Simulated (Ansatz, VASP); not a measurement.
# SiGe ([001] superlattice of 2 + 2 atomic layers (invented)) in two plane-wave programs, part 2 of 2

Aim: how closely do two programs agree when they are given the same cell, functional and k mesh? The cell is generated by rule, not measured, and may not be a known phase. The cell is taken from a series of runs on this material, whose earlier steps may have relaxed, scaled, displaced or heated it; both programs get it as it stands.

VASP 6.6.1 and Ansatz 0.2.0.

So far: Set-up; Ansatz: relaxation of cell and atoms, r2SCAN.

## (3) VASP: relaxation of cell and atoms, r2SCAN

Level of this step: r2SCAN; plane waves and PAW (Si, Ge_d); invented cell (VASP).

The same cell, functional, mesh and smearing now go to VASP, with its own data sets.

Lines of VASP's logs that name or quote its potential files are left out, and so is its time.

Input file INCAR:

```
SYSTEM = SiGe
PREC = Accurate
ENCUT = 550
EDIFF = 1E-07
NELM = 120
ISMEAR = 0
SIGMA = 0.02
LREAL = .FALSE.
ALGO = Normal
METAGGA = R2SCAN
LASPH = .TRUE.
NBANDS = 24
LORBIT = 11
LWAVE = .FALSE.
LCHARG = .FALSE.
ISIF = 3
IBRION = 2
NSW = 80
EDIFFG = -0.005
GGA_COMPAT = .FALSE.
NELMIN = 4
EFERMI = MIDGAP
LMIXTAU = .TRUE.
KPAR = 2
```

Input file POSCAR:

```
SiGe
1.0
    3.9200000000      0.0000000000      0.0000000000
    0.0000000000      3.9200000000      0.0000000000
    0.0000000000      0.0000000000      5.5400000000
Si Ge
2 2
Direct
    0.7500000000      0.0000000000      0.6250000000
    0.2500000000      0.0000000000      0.3750000000
    0.2500000000      0.5000000000      0.1250000000
    0.7500000000      0.5000000000      0.8750000000
```

Input file KPOINTS:

```
Automatic mesh
0
Gamma
6 6 4
0 0 0
```

The projector-augmented-wave data sets are Si and Ge_d (PBE family, release 64).

Launch:

```sh
$ mpirun -np 2 vasp_std
```

Numbers of over 12 decimals in the logs are rounded to 6 here.

Log:

```text
[banner, memory and clock lines left out]
running    2 mpi-ranks, on    1 nodes
 distrk:  each k-point on    1 cores,    2 groups
 distr:  one band on    1 cores,    1 groups

 POSCAR found type information on POSCAR SiGe
 POSCAR found :  2 types and       4 ions
|                                                                             |
|               ----> ADVICE to this user running VASP <----                  |
|                                                                             |
|     You enforced a specific xc type in the INCAR file but a different       |
|     [... a line on the potential file left out ...]
|     I HOPE YOU KNOW WHAT YOU ARE DOING!                                     |
|                                                                             |

 LDA part: xc-table for (None), standard interpolation
 POSCAR, INCAR and KPOINTS ok, starting setup
 FFT: planning ... GRIDC
 FFT: planning ... GRID_SOFT
 FFT: planning ... GRID
 WAVECAR not read
 entering main loop
       N       E                     dE             d eps       ncg     rms          rms(c)
DAV:   1     0.247417831018E+03    0.24742E+03   -0.19025E+04  2688   0.342E+03
DAV:   2    -0.654512927323E+01   -0.25396E+03   -0.24705E+03  2360   0.727E+02
DAV:   3    -0.474072741717E+02   -0.40862E+02   -0.40665E+02  2936   0.166E+02
DAV:   4    -0.490120279371E+02   -0.16048E+01   -0.16043E+01  2584   0.386E+01
DAV:   5    -0.490485839206E+02   -0.36556E-01   -0.36553E-01  2872   0.630E+00    0.673E+00
DAV:   6    -0.462736782760E+02    0.27749E+01   -0.43917E-01  2592   0.936E+00    0.427E+00
DAV:   7    -0.435713206621E+02    0.27024E+01   -0.63625E-01  2496   0.795E+00    0.849E-01
DAV:   8    -0.448962823585E+02   -0.13250E+01   -0.44805E-01  2328   0.534E+00    0.279E-01
DAV:   9    -0.451439908367E+02   -0.24771E+00   -0.85793E-02  2760   0.204E+00    0.247E-01
DAV:  10    -0.451846887295E+02   -0.40698E-01   -0.70705E-02  2368   0.190E+00    0.228E-01
DAV:  11    -0.451782850812E+02    0.64036E-02   -0.45976E-03  2592   0.511E-01    0.195E-01
DAV:  12    -0.451984802227E+02   -0.20195E-01   -0.11152E-02  2456   0.772E-01    0.795E-02
DAV:  13    -0.451968626715E+02    0.16176E-02   -0.29191E-03  2392   0.450E-01    0.716E-02
DAV:  14    -0.451978154886E+02   -0.95282E-03   -0.16964E-04  2688   0.116E-01    0.555E-02
DAV:  15    -0.451981662657E+02   -0.35078E-03   -0.30327E-05  2736   0.386E-02    0.514E-02
DAV:  16    -0.451995854297E+02   -0.14192E-02   -0.24372E-04  2488   0.107E-01    0.263E-02
DAV:  17    -0.452001922945E+02   -0.60686E-03   -0.29736E-04  2632   0.127E-01    0.503E-03
DAV:  18    -0.452001925397E+02   -0.24514E-06   -0.32969E-05  2624   0.484E-02    0.804E-03
DAV:  19    -0.452002173533E+02   -0.24814E-04   -0.75093E-06  2536   0.207E-02    0.958E-03
DAV:  20    -0.452002304258E+02   -0.13073E-04   -0.10081E-05  2456   0.279E-02    0.303E-03
DAV:  21    -0.452002312915E+02   -0.86568E-06   -0.10851E-06  2232   0.832E-03    0.260E-03
DAV:  22    -0.452002312597E+02    0.31808E-07   -0.96193E-08  1832   0.258E-03
   1 F= -.45200231E+02 E0= -.45200231E+02  d E =-.452002E+02
[... from here on, the cycles between the ionic steps are left out ...]
   2 F= -.45229441E+02 E0= -.45229441E+02  d E =-.292093E-01
   3 F= -.45230200E+02 E0= -.45230200E+02  d E =-.299685E-01
   4 F= -.45230571E+02 E0= -.45230571E+02  d E =-.371168E-03
   5 F= -.45230929E+02 E0= -.45230929E+02  d E =-.729585E-03
   6 F= -.45230929E+02 E0= -.45230929E+02  d E =-.729164E-03
   7 F= -.45230954E+02 E0= -.45230954E+02  d E =-.253914E-04
   8 F= -.45230954E+02 E0= -.45230954E+02  d E =-.253323E-04
 curvature:  -0.45 expect dE=-0.658E-05 dE for cont linesearch -0.328E-09
 trial: gam= 0.28184 g(F)=  0.174E-07 g(S)=  0.146E-04 ort = 0.192E-06 (trialstep = 0.948E+00)
 search vector abs. value=  0.188E-04
 bond charge predicted
       N       E                     dE             d eps       ncg     rms          rms(c)
DAV:   1    -0.452310219941E+02   -0.67727E-04   -0.12031E-03  3008   0.368E-01    0.452E-02
DAV:   2    -0.452309799697E+02    0.42024E-04   -0.80457E-05  2920   0.135E-01    0.266E-02
DAV:   3    -0.452309573349E+02    0.22635E-04   -0.48850E-05  3016   0.913E-02    0.435E-03
DAV:   4    -0.452309588165E+02   -0.14816E-05   -0.13725E-05  2664   0.418E-02    0.242E-03
DAV:   5    -0.452309587294E+02    0.87066E-07   -0.19061E-06  2392   0.122E-02    0.126E-03
DAV:   6    -0.452309600432E+02   -0.13138E-05   -0.68525E-07  1992   0.701E-03    0.412E-04
DAV:   7    -0.452309601403E+02   -0.97097E-07   -0.74290E-08  1600   0.245E-03
   9 F= -.45230960E+02 E0= -.45230960E+02  d E =-.585979E-05
 trial-energy change:   -0.000006  1 .order   -0.000007   -0.000014    0.000001
 step:   0.8854(harm=  0.9034)  dis= 0.00021  next Energy=   -45.230960 (dE=-0.588E-05)
 reached required accuracy - stopping structural energy minimisation
```

Parts of OUTCAR (step 3):

```text
ion  position               nearest neighbor table
   1  0.750  0.000  0.625-   2 2.40   4 2.40   4 2.40   2 2.40
   2  0.250  0.000  0.375-   1 2.40   3 2.40   3 2.40   1 2.40
   3  0.250  0.500  0.125-   2 2.40   4 2.40   2 2.40   4 2.40
   4  0.750  0.500  0.875-   1 2.40   3 2.40   1 2.40   3 2.40

  LATTYP: Found a simple tetragonal cell.
 ALAT       =     3.9200000000
 C/A-ratio  =     1.4132653061

 Subroutine GETGRP returns: Found  8 space group operations
 (whereof  4 operations were pure point group operations)

The static configuration has the point symmetry C_2h.
 The point group associated with its full space group is D_2h.

 Found     48 irreducible k-points:

   k-points           NKPTS =     48   k-points in BZ     NKDIM =     48   number of bands    NBANDS=     24

   dimension x,y,z NGX =    30 NGY =   30 NGZ =   42
   dimension x,y,z NGXF=    60 NGYF=   60 NGZF=   84

   ENCUT  =  550.0 eV  40.42 Ry    6.36 a.u.   7.50  7.50 10.59*2*pi/ulx,y,z

   NELECT =      36.0000    total number of electrons

 k-points in reciprocal lattice and weights: Automatic mesh
   0.00000000  0.00000000  0.00000000       0.007
   0.16666667  0.00000000  0.00000000       0.014
   0.00000000  0.16666667  0.00000000       0.014
   0.33333333  0.00000000  0.00000000       0.014
   0.00000000  0.33333333  0.00000000       0.014
   0.50000000  0.00000000  0.00000000       0.007
   0.00000000  0.50000000  0.00000000       0.007
   0.16666667  0.16666667  0.00000000       0.028
   0.33333333  0.16666667  0.00000000       0.028
[...]
-0.33333333  0.50000000  0.50000000       0.014
   0.50000000  0.50000000  0.50000000       0.007

 average (electrostatic) potential at core
       1 -87.1075       2 -87.1075       3 -78.6927       4 -78.6927

 E-fermi :   5.5703

 k-point     1 :       0.0000    0.0000    0.0000
  band No.  band energies     occupation
    ...
     14       2.0623      2.00000
     15       2.0729      2.00000
     16       5.1622      2.00000
     17       5.2081      2.00000
     18       5.2704      2.00000
     19       6.0617      0.00000
     20       6.2630      0.00000
     21       7.3879      0.00000
     22       7.9403      0.00000
     23       7.9541      0.00000
    ...

 k-point     2 :       0.1667    0.0000    0.0000
  band No.  band energies     occupation
    ...
     14       1.1540      2.00000
     15       2.2788      2.00000
     16       3.3243      2.00000
     17       4.2778      2.00000
     18       5.0541      2.00000
     19       6.4128      0.00000
     20       7.5120      0.00000
     21       8.2128      0.00000
     22       8.3178      0.00000
     23       8.4046      0.00000
    ...

 k-point     3 :       0.0000    0.1667    0.0000
  band No.  band energies     occupation
    ...
     14       1.1589      2.00000
     15       2.2635      2.00000
     16       3.2683      2.00000
     17       4.3003      2.00000
     18       5.1145      2.00000
     19       6.3451      0.00000
     20       7.8559      0.00000
     21       7.9097      0.00000
     22       8.2069      0.00000
     23       8.5372      0.00000
    ...

  Total        0.0024448     -0.0009059      0.0005998      0.0000000      0.0000000      0.0000000
  in kB        0.0458638     -0.0169948      0.0112511      0.0000000      0.0000000      0.0000000
  external PRESSURE =       0.0133734 kB  Pullay stress =       0.0000000 kB

  energy-cutoff  :      550.00
  volume of cell :       85.41
      direct lattice vectors                 reciprocal lattice vectors
     3.924660094  0.000000000  0.000000000     0.254799136  0.000000000  0.000000000
     0.000000000  3.930208238  0.000000000     0.000000000  0.254439444  0.000000000
    -0.000000000  0.000000000  5.536965544    -0.000000000  0.000000000  0.180604339

 POSITION                                       TOTAL-FORCE (eV/Angst)
 -----------------------------------------------------------------------------------
      2.94350      3.93021      3.43201         0.000000     -0.000000     -0.000585
      0.98117      3.93021      2.10496        -0.000000      0.000000      0.000585
      0.98117      1.96510      0.72403        -0.000000     -0.000000      0.000919
      2.94350      1.96510      4.81293         0.000000     -0.000000     -0.000919
 -----------------------------------------------------------------------------------
    total drift:                                0.000000     -0.000000     -0.000000

  FREE ENERGIE OF THE ION-ELECTRON SYSTEM (eV)
  ---------------------------------------------------
  free  energy   TOTEN  =       -45.2309601403 eV

  energy  without entropy=      -45.2309601403  energy(sigma->0) =      -45.23096014

 reached required accuracy - stopping structural energy minimisation

 total charge
# of ion       s       p       d       tot
------------------------------------------
    1        0.749   0.930   0.000   1.679
    2        0.749   0.930   0.000   1.679
    3        1.093   1.346  10.026  12.464
    4        1.093   1.346  10.026  12.464
--------------------------------------------------
tot          3.683   4.551  20.051  28.285

[... 3 further parts left out ...]
```

## (4) Differences

Known differences besides the potentials themselves: VASP keeps PBE cores, Ansatz makes them for the functional; the cutoff is 500 eV in Ansatz and 550 eV in VASP; Ansatz adds a Pulay correction to the stress that steers its cell, VASP none. Total energies have different zeros and are not compared.

Compared:

| quantity | Ansatz | VASP | difference |
| --- | --- | --- | --- |
| volume (Å³) | 85.39 | 85.41 | -0.02 % |
| edge a after relaxation, in the typed setting (Å) | 3.925 | 3.925 | +0.02 % |
| edge b after relaxation, in the typed setting (Å) | 3.929 | 3.930 | -0.03 % |
| edge c after relaxation, in the typed setting (Å) | 5.537 | 5.537 | -0.01 % |

## (5) Summary of results

```yaml
difference_in_edge_b_after_relaxation_in_the_typed_setting_relaxation_of_cell_and_atoms_r2scan: -0.025 %
```

The difference in edge b after relaxation, in the typed setting is -0.025 % (relaxation of cell and atoms, r2SCAN), within the 1.2 % picked in this series as the mark of a large difference, as far as the stopping tolerances let one tell. Such differences can come from data sets, numerical settings and the points named under the comparisons, not from the functional's error against experiment.

[Lines on the potential files, build, host, timing and source positions are cut from VASP's logs without a mark.]

[Logs are printed without paths, hosts, clocks, repeated set-up lines and the standing remarks that a program may print on its own settings, such as how far it seeks lower states.]

[Hosts, paths, dates, database ids (printed as entryN), source tags and the programs' standing remarks are cut or masked in the printed files.]
